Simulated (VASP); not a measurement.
Output of a VASP run:

File OSZICAR:
```
...
DAV:   1    -0.143844541656E+02   -0.67278E-01   -0.14571E+00   875   0.207E+01    0.204E+00
DAV:   2    -0.143244209199E+02    0.60033E-01   -0.27265E-01   770   0.536E+00    0.541E-01
DAV:   3    -0.143191744520E+02    0.52465E-02   -0.12120E-02   770   0.217E+00    0.279E-01
DAV:   4    -0.142903758984E+02    0.28799E-01   -0.27626E-02   770   0.287E+00    0.134E-01
DAV:   5    -0.143175241334E+02   -0.27148E-01   -0.18506E-02   770   0.190E+00    0.326E-02
DAV:   6    -0.143180712764E+02   -0.54714E-03   -0.36832E-04   770   0.234E-01    0.806E-03
DAV:   7    -0.143180483111E+02    0.22965E-04   -0.19318E-05   902   0.966E-02    0.270E-03
DAV:   8    -0.143180741136E+02   -0.25803E-04   -0.62566E-06   770   0.340E-02    0.282E-03
DAV:   9    -0.143180610510E+02    0.13063E-04   -0.35669E-06   770   0.290E-02    0.132E-03
DAV:  10    -0.143180748224E+02   -0.13771E-04   -0.24930E-06   770   0.244E-02    0.185E-04
DAV:  11    -0.143180750213E+02   -0.19894E-06   -0.35811E-08   385   0.266E-03
   4 F= -.14318075E+02 E0= -.14318075E+02  d E =-.339365E-02
       N       E                     dE             d eps       ncg     rms          rms(c)
DAV:   1    -0.143350640583E+02   -0.16989E-01   -0.35698E-01   875   0.101E+01    0.102E+00
DAV:   2    -0.143203184217E+02    0.14746E-01   -0.65788E-02   770   0.265E+00    0.274E-01
DAV:   3    -0.143183910852E+02    0.19273E-02   -0.29863E-03   770   0.107E+00    0.140E-01
DAV:   4    -0.143166895039E+02    0.17016E-02   -0.42366E-03   770   0.120E+00    0.703E-02
DAV:   5    -0.143180366531E+02   -0.13471E-02   -0.25062E-03   770   0.747E-01    0.114E-02
DAV:   6    -0.143184795074E+02   -0.44285E-03   -0.18752E-04   770   0.171E-01    0.581E-03
DAV:   7    -0.143184798216E+02   -0.31417E-06   -0.67635E-06   836   0.436E-02
   5 F= -.14318480E+02 E0= -.14318480E+02  d E =-.379845E-02
       N       E                     dE             d eps       ncg     rms          rms(c)
DAV:   1    -0.143211256509E+02   -0.26461E-02   -0.56747E-02   875   0.405E+00    0.407E-01
DAV:   2    -0.143187698126E+02    0.23558E-02   -0.10756E-02   770   0.107E+00    0.108E-01
DAV:   3    -0.143185132687E+02    0.25654E-03   -0.48220E-04   770   0.429E-01    0.556E-02
DAV:   4    -0.143178156636E+02    0.69761E-03   -0.84777E-04   770   0.523E-01    0.267E-02
DAV:   5    -0.143184428800E+02   -0.62722E-03   -0.53436E-04   770   0.336E-01    0.554E-03
DAV:   6    -0.143184801846E+02   -0.37305E-04   -0.19393E-05   770   0.530E-02    0.173E-03
DAV:   7    -0.143184784742E+02    0.17104E-05   -0.72439E-07   808   0.169E-02    0.819E-04
DAV:   8    -0.143184786105E+02   -0.13630E-06   -0.39229E-08   385   0.324E-03
   6 F= -.14318479E+02 E0= -.14318479E+02  d E =-.379724E-02
       N       E                     dE             d eps       ncg     rms          rms(c)
DAV:   1    -0.143187790368E+02   -0.30056E-03   -0.60434E-03   875   0.132E+00    0.132E-01
DAV:   2    -0.143185345771E+02    0.24446E-03   -0.11337E-03   770   0.347E-01    0.354E-02
DAV:   3    -0.143185001414E+02    0.34436E-04   -0.50682E-05   770   0.140E-01    0.182E-02
DAV:   4    -0.143184631329E+02    0.37008E-04   -0.81212E-05   770   0.164E-01    0.863E-03
DAV:   5    -0.143184982907E+02   -0.35158E-04   -0.49733E-05   770   0.104E-01    0.173E-03
DAV:   6    -0.143185060837E+02   -0.77930E-05   -0.24439E-06   770   0.190E-02    0.627E-04
DAV:   7    -0.143185066406E+02   -0.55687E-06   -0.80137E-08   385   0.540E-03
   7 F= -.14318507E+02 E0= -.14318507E+02  d E =-.382527E-02
```

**OUTCAR**
```
------------------------ aborting loop because EDIFF is reached ----------------------------------------
  FORCE on cell =-STRESS in cart. coord.  units (eV):
  Direction    XX          YY          ZZ          XY          YZ          ZX
  --------------------------------------------------------------------------------------
  Total       -0.0029959     -0.0029959     -0.0029959      0.0000000      0.0000000      0.0000000
  in kB       -0.1999723     -0.1999723     -0.1999723      0.0000000      0.0000000      0.0000000
  external PRESSURE =      -0.1999723 kB  Pullay stress =       0.0000000 kB
  volume of cell :       24.00
      direct lattice vectors                 reciprocal lattice vectors
     0.000000000  2.289520225  2.289520225    -0.218386365  0.218386365  0.218386365
     2.289520225 -0.000000000  2.289520225     0.218386365 -0.218386365  0.218386365
     2.289520225  2.289520225  0.000000000     0.218386365  0.218386365 -0.218386365
  FREE ENERGIE OF THE ION-ELECTRON SYSTEM (eV)
  ---------------------------------------------------
  free  energy   TOTEN  =       -14.3185066406 eV

  energy  without entropy=      -14.3185066406  energy(sigma->0) =      -14.31850664

 reached required accuracy - stopping structural energy minimisation
```
(Selected blocks of OUTCAR.)

File POSCAR:
```
NaF
1
    0.0000000000     2.3150000000     2.3150000000
    2.3150000000     0.0000000000     2.3150000000
    2.3150000000     2.3150000000     0.0000000000
Na F
1 1
Direct
  0.0000000000   0.0000000000   0.0000000000
  0.5000000000   0.5000000000   0.5000000000
```

Problem. Reconstruct the remaining input files.

Solution. This is not unique; one that fits is the input of the run itself, MS2 meta-GGA, plane waves, VASP's PBE PAW potentials (set 64).

File KPOINTS:
```
Automatic
0
G
  9 9 9
0 0 0
```

INCAR:
```
ALGO=Normal
EDIFF=1E-6
EDIFFG=-0.01
ENCUT=520
IBRION=2
ISIF=3
ISMEAR=0
LASPH=T
LCHARG=F
LMIXTAU=T
LREAL=F
LWAVE=F
METAGGA=MS2
NELM=100
NSW=60
PREC=Accurate
SIGMA=0.05
SYSTEM=NaF
```

POTCAR, in this order: Na_pv F (PBE.64 set). Program: vasp_std.

Energy and stress use the plane-wave basis of the starting cell.

The compound is NaF in the rock salt structure. This run relaxes it. Symmetry was kept, so distortions that lower it aren't found.
